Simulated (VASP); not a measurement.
OSZICAR of a VASP run on Ir (fcc):

**OSZICAR**
```
       N       E                     dE             d eps       ncg     rms          rms(c)
DAV:   1     0.485114996119E+02    0.48511E+02   -0.45027E+03  2328   0.103E+03
DAV:   2    -0.595004254520E+01   -0.54462E+02   -0.53213E+02  2328   0.213E+02
DAV:   3    -0.657853234470E+01   -0.62849E+00   -0.62779E+00  3512   0.311E+01
DAV:   4    -0.658174495171E+01   -0.32126E-02   -0.32121E-02  2848   0.152E+00
DAV:   5    -0.658176433742E+01   -0.19386E-04   -0.19385E-04  3528   0.764E-02    0.159E+01
DAV:   6    -0.618897579297E+01    0.39279E+00   -0.76581E-01  2704   0.123E+01    0.690E+00
DAV:   7    -0.610856939182E+01    0.80406E-01   -0.25225E-01  3080   0.658E+00    0.155E+00
DAV:   8    -0.610291610716E+01    0.56533E-02   -0.48186E-03  2704   0.111E+00    0.488E-01
DAV:   9    -0.610256637181E+01    0.34974E-03   -0.20116E-04  2848   0.123E-01    0.159E-02
DAV:  10    -0.610257365442E+01   -0.72826E-05   -0.53002E-06  3064   0.275E-02    0.431E-03
DAV:  11    -0.610257413358E+01   -0.47915E-06   -0.16769E-07  3000   0.486E-03    0.184E-03
DAV:  12    -0.610257395280E+01    0.18078E-06   -0.15837E-08  1424   0.170E-03    0.211E-04
DAV:  13    -0.610257394389E+01    0.89050E-08   -0.43658E-10  1312   0.246E-04
   1 F= -.61025739E+01 E0= -.61024416E+01  d E =-.396913E-03
```

Which electronic solver shows in the log?

It is blocked Davidson (ALGO = Normal, or the opening steps of other solvers). The INCAR had ALGO = Normal.

Can the final energy be trusted as converged?

The run converged. It stopped with EDIFF = 1E-7, NELM = 100 (optB88-vdW, plane waves, VASP's PBE PAW potentials (set 64)).

The compound is Ir in the fcc structure. This cell is one point of a volume scan, at 0.94 of the reference volume.
